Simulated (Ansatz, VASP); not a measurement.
## LiC18 in VASP and in Ansatz

```
C Li
1.0
     7.39800    0.00000    0.00000
    -3.69900    6.40686    0.00000
     0.00000    0.00000   13.00000
C Li
18 1
Direct
  0.00092 0.00332 0.07819
  0.22302 0.11437 0.07716
  0.00190 0.33713 0.07806
  0.22363 0.44875 0.07807
  0.00191 0.67049 0.07808
  0.22364 0.78062 0.07823
  0.33469 0.00272 0.07723
  0.55801 0.11437 0.07716
  0.33468 0.33770 0.07697
  0.55802 0.44937 0.07687
  0.33525 0.67049 0.07808
  0.55745 0.78158 0.07807
  0.66906 0.00332 0.07819
  0.89080 0.11493 0.07809
  0.66969 0.33770 0.07697
  0.89179 0.44875 0.07807
  0.66907 0.67146 0.07802
  0.89080 0.78158 0.07807
  0.44715 0.22763 0.20428
```

Alike in both runs: functional PBEsol; k mesh 2 × 2 × 1; occupations gaussian, width 0.02 eV; collinear spin.

Ansatz relaxed the structure, and its values are those at the end. VASP's run is a single point on that final structure, the one shown.

|  | VASP | Ansatz |
| --- | --- | --- |
| version | VASP 6.6.1 | Ansatz 0.2.0 |
| potentials or method | VASP PAW PBE potentials, release 64 (C, Li_sv) | scalar-relativistic, plane waves, PAW |
| plane-wave cutoff (eV) | 520 | 420 |
| valence electrons in the cell | 75 | 75 |

```csv
,VASP,Ansatz,Ansatz less VASP
rms of the force components (eV/Å),0.007,0.003,-0.0045
net moment per atom (μB),0.00,0.00,0.000
```

Ansatz warned: «filled_band_counts_differ_across_k_points».

Caveats: the k mesh is coarse (spacing up to 0.49 Å⁻¹), so the values aren't converged; the PAW data sets were made with another functional, which shifts forces and pressure a little (VASP).
